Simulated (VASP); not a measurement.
```
CELL_PARAMETERS angstrom
      4.15171     0.00000     0.00000
     -2.07586     3.59549     0.00000
      0.00000     0.00000     3.72920
ATOMIC_POSITIONS crystal
  Tb 0.00000 0.00000 0.00000
  Cu 0.33333 0.66667 0.50000
  Ge 0.66667 0.33333 0.50000
```

Calculation: PBEsol GGA with spin-orbit coupling, VASP's PBE PAW potentials (set 64) (plane waves; VASP). Settings: 400 eV cut-off, 8×8×8 Γ-centred mesh, Gaussian smearing of 0.050 eV, potentials Tb_3 Cu Ge_d.

The 4f electrons are frozen in the core of the lanthanide potential, so 4f levels, which can set the real gap, and their magnetism are missing.

Q: What does the run give for the energy per atom (σ→0), band gap (over mesh and band path) with the smallest direct gap where there is one?

A: 
```
Quantity                                                               Value
----------------------------------  ----------------------------------------
band gap (over mesh and band path)  none (metal, semimetal or under 0.01 eV)
energy per atom (σ→0)                                 -533.2 kJ/mol of atoms
```

Total energies compare only between runs with the same potentials, cut-off and functional.

The structure comes from a computed database's TbCuGe entry (P-6m2); how it stands against other phases isn't given here. It was relaxed first.
